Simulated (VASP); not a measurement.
An input for Quantum ESPRESSO's pw.x (written as the equivalent of a VASP run, and not itself run):

```
&CONTROL
  calculation = 'vc-relax'
  pseudo_dir = './pseudo'
  outdir = './out'
  tprnfor = .true.
  tstress = .true.
  nstep = 40
  forc_conv_thr = 0.00078
/
&SYSTEM
  ibrav = 0
  nat = 4
  ntyp = 2
  ecutwfc = 88
  occupations = 'smearing'
  smearing = 'gaussian'
  degauss = 0.003675
  input_dft = 'pbesol'
/
&ELECTRONS
  conv_thr = 7.3e-08
  electron_maxstep = 100
/
&IONS
/
&CELL
  press = 300
/
ATOMIC_SPECIES
  Be 9.012 Be.upf
  Se 78.971 Se.upf
CELL_PARAMETERS angstrom
     3.2520748    0.0000000   -0.0000000
    -1.6260374    2.8163790    0.0000000
    -0.0000000    0.0000000    5.1353145
ATOMIC_POSITIONS crystal
  Be   0.0000000  0.0000000  0.0000000
  Be   0.0000000  1.0000000  0.5000000
  Se   0.3333330  0.6666670  0.2500000
  Se   0.6666670  0.3333330  0.7500000
K_POINTS automatic
  8 8 5 0 0 0
```

Problem. Translate this input to VASP (INCAR, KPOINTS, POSCAR, choice of POTCAR).

Solution. This is not unique; one that fits is 
### INCAR
```
! general
SYSTEM   =  BeSe
PREC     =  Accurate
ENCUT    =  500   ! plane-wave cut-off (eV)
LREAL    =  .False.   ! projection in real space or not
LASPH    =  .True.

! electronic loop
EDIFF    =  1E-6
NELM     =  100   ! most electronic steps
ALGO     =  Normal   ! blocked Davidson
LMAXMIX  =  4   ! l cut-off of mixed one-centre charges

! smearing
ISMEAR   =  0
SIGMA    =  0.05   ! width (eV)

! functional
GGA      =  PS   ! PBEsol

! ions
IBRION   =  2
NSW      =  40   ! most ionic steps
ISIF     =  3
EDIFFG   =  -0.02   ! ionic stop
PSTRESS  =  300   ! kbar

! output
LWAVE    =  .False.
LCHARG   =  .False.
```

KPOINTS:
```
kpoints
0
G
 8 8 5
0 0 0
```

**POSCAR**
```
BeSe
1.0
  3.2520747717   0.0000000000   0.0000000000
 -1.6260373857   2.8163789607   0.0000000000
  0.0000000000   0.0000000000   5.1353145015
Be Se
2 2
Cart
  0.0000000000   0.0000000000   0.0000000000
 -1.6260373857   2.8163789607   2.5676572507
 -0.0000016259   1.8775869126   1.2838286254
  1.6260390119   0.9387920481   3.8514858761
```

POTCAR, in this order: Be Se (PBE.64 set). Program: vasp_std.

Limits of the translation: the potentials are each code's own (VASP's PAW set, PseudoDojo norm-conserving files in pw.x), so ENCUT and ecutwfc are chosen apart and not converted; conv_thr bounds pw.x's estimated SCF error, while EDIFF bounds the energy change between steps; forc_conv_thr acts on force components and is met together with etot_conv_thr.

The structure was generated: BeSe was put into the NiAs type type (P6_3/mmc), which need not be its known phase. It was relaxed first under an external pressure of 30 GPa.
